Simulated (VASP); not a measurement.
VASP input:

### POSCAR
```
Fe
1
   -1.4350000000     1.4350000000     1.4350000000
    1.4350000000    -1.4350000000     1.4350000000
    1.4350000000     1.4350000000    -1.4350000000
Fe
1
Direct
  0.0000000000   0.0000000000   0.0000000000
```

INCAR:
```
SYSTEM = Fe
PREC = Accurate
ENCUT = 400
EDIFF = 1E-6
NELM = 100
ALGO = Normal
LREAL = .FALSE.
LASPH = .TRUE.
ISMEAR = 1
SIGMA = 0.1
GGA = PE
LMAXMIX = 4
ISPIN = 2
MAGMOM = 2.5
LORBIT = 10
LWAVE = .FALSE.
LCHARG = .FALSE.
ISIF = 2
```

File KPOINTS:
```
Automatic mesh
0
Gamma
13 13 13
0 0 0
```

POTCAR, in this order: Fe (PBE.64 set). Program: vasp_gam.

What VASP printed:

**standard output**
```
 POSCAR found type information on POSCAR Fe
 POSCAR found :  1 types and       1 ions
 Reading from existing POTCAR
 Reading from existing POTCAR
 LDA part: xc-table for (Slater+PW92), standard interpolation

 -----------------------------------------------------------------------------
|                                                                             |
|     EEEEEEE  RRRRRR   RRRRRR   OOOOOOO  RRRRRR      ###     ###     ###     |
|     E        R     R  R     R  O     O  R     R     ###     ###     ###     |
|     E        R     R  R     R  O     O  R     R     ###     ###     ###     |
|     EEEEE    RRRRRR   RRRRRR   O     O  RRRRRR       #       #       #      |
|     E        R   R    R   R    O     O  R   R                               |
|     E        R    R   R    R   O     O  R    R      ###     ###     ###     |
|     EEEEEEE  R     R  R     R  OOOOOOO  R     R     ###     ###     ###     |
|                                                                             |
|     You are using the Gamma-point-only version with more than one           |
|     k-point or some other non-Gamma k-point.                                |
|                                                                             |
|       ---->  I REFUSE TO CONTINUE WITH THIS SICK JOB ... BYE!!! <----       |
|                                                                             |
 -----------------------------------------------------------------------------
```

Task: Read the log: what went wrong, and how is it fixed?

Result: The cause: the Γ-only program was given a k-mesh. VASP stops with an error: You are using the Gamma-point-only version with more than one k-point or some other non-Gamma k-point. ----> I REFUSE TO CONTINUE WITH THIS SICK JOB ... BYE!!! <---- To mend it, run vasp_std.

The mended run (PBE GGA, plane waves, VASP's PBE PAW potentials (set 64)) converges, and its OSZICAR ends with
```
   1 F= -.82262588E+01 E0= -.82261999E+01  d E =-.176767E-03  mag=     2.2181
```

The compound is Fe in the bcc structure. The cell was not relaxed at this level.
